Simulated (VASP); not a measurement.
All values below come from PBEsol GGA, VASP's PBE PAW potentials (set 64) (plane waves; VASP).

VASP ran on this input.

KPOINTS:
```
kpoints
0
gamma
 5 5 5
0 0 0
```

**POSCAR**
```
Ca2Si
1
    0.0000000000     3.5852350000     3.5852350000
    3.5852350000     0.0000000000     3.5852350000
    3.5852350000     3.5852350000     0.0000000000
Ca Si
2 1
Direct
  0.7500000000   0.7500000000   0.7500000000
  0.2500000000   0.2500000000   0.2500000000
  0.0000000000   0.0000000000   0.0000000000
```

### INCAR
```
ALGO = Normal
EDIFF = 1E-6
ENCUT = 300
GGA = PS
ISIF = 2
ISMEAR = 0
LASPH = .TRUE.
LCHARG = .FALSE.
LREAL = .FALSE.
LWAVE = .FALSE.
NELM = 100
PREC = Accurate
SIGMA = 0.01
SYSTEM = Ca2Si
```

POTCAR, in this order: Ca_sv Si (PBE.64 set). Program: vasp_std.

Output

**OSZICAR**
```
       N       E                     dE             d eps       ncg     rms          rms(c)
DAV:   1     0.137007732730E+03    0.13701E+03   -0.94470E+03   328   0.915E+02
DAV:   2    -0.386486404931E+01   -0.14087E+03   -0.13995E+03   376   0.293E+02
DAV:   3    -0.118111547346E+02   -0.79463E+01   -0.79414E+01   632   0.496E+01
DAV:   4    -0.120241595825E+02   -0.21300E+00   -0.21300E+00   456   0.924E+00
DAV:   5    -0.120319312424E+02   -0.77717E-02   -0.77716E-02   544   0.120E+00    0.553E+00
DAV:   6    -0.114498176596E+02    0.58211E+00   -0.17540E+00   328   0.373E+00    0.310E+00
DAV:   7    -0.113791192644E+02    0.70698E-01   -0.49035E-01   456   0.242E+00    0.958E-01
DAV:   8    -0.113735259611E+02    0.55933E-02   -0.51032E-02   400   0.132E+00    0.209E-01
DAV:   9    -0.113727853718E+02    0.74059E-03   -0.52312E-03   576   0.354E-01    0.142E-01
DAV:  10    -0.113728832955E+02   -0.97924E-04   -0.64931E-04   472   0.205E-01    0.321E-02
DAV:  11    -0.113728663919E+02    0.16904E-04   -0.91576E-05   528   0.738E-02    0.169E-02
DAV:  12    -0.113728635212E+02    0.28706E-05   -0.21285E-05   464   0.369E-02    0.346E-03
DAV:  13    -0.113728638120E+02   -0.29079E-06   -0.40768E-06   392   0.102E-02
   1 F= -.11372864E+02 E0= -.11372864E+02  d E =-.121406-124
```

OUTCAR:
```
------------------------ aborting loop because EDIFF is reached ----------------------------------------
  FORCE on cell =-STRESS in cart. coord.  units (eV):
  Direction    XX          YY          ZZ          XY          YZ          ZX
  --------------------------------------------------------------------------------------
  Total       -0.7181271     -0.7181271     -0.7181271      0.0000000      0.0000000     -0.0000000
  in kB      -12.4832888    -12.4832888    -12.4832888      0.0000000      0.0000000     -0.0000000
  external PRESSURE =     -12.4832888 kB  Pullay stress =       0.0000000 kB
  volume of cell :       92.17
      direct lattice vectors                 reciprocal lattice vectors
     0.000000000  3.585235000  3.585235000    -0.139460872  0.139460872  0.139460872
     3.585235000  0.000000000  3.585235000     0.139460872 -0.139460872  0.139460872
     3.585235000  3.585235000  0.000000000     0.139460872  0.139460872 -0.139460872
 POSITION                                       TOTAL-FORCE (eV/Angst)
 -----------------------------------------------------------------------------------
      5.37785      5.37785      5.37785         0.000000      0.000000      0.000000
      1.79262      1.79262      1.79262        -0.000000     -0.000000     -0.000000
      0.00000      0.00000      0.00000        -0.000000     -0.000000      0.000000
 -----------------------------------------------------------------------------------
    total drift:                               -0.000000      0.000000      0.000000
  FREE ENERGIE OF THE ION-ELECTRON SYSTEM (eV)
  ---------------------------------------------------
  free  energy   TOTEN  =       -11.3728638120 eV

  energy  without entropy=      -11.3728638120  energy(sigma->0) =      -11.37286381
```
(Selected blocks of OUTCAR.)

At this cut-off the stress carries a Pulay error, which pulls relaxed volumes low.

The structure comes from a computed database's Ca2Si entry (Fm-3m); how it stands against other phases isn't given here. The cell was not relaxed at this level. The run is one of a series of settings (KPOINTS 5×5×5 Γ-centred mesh against the base run), some of them coarse on purpose.
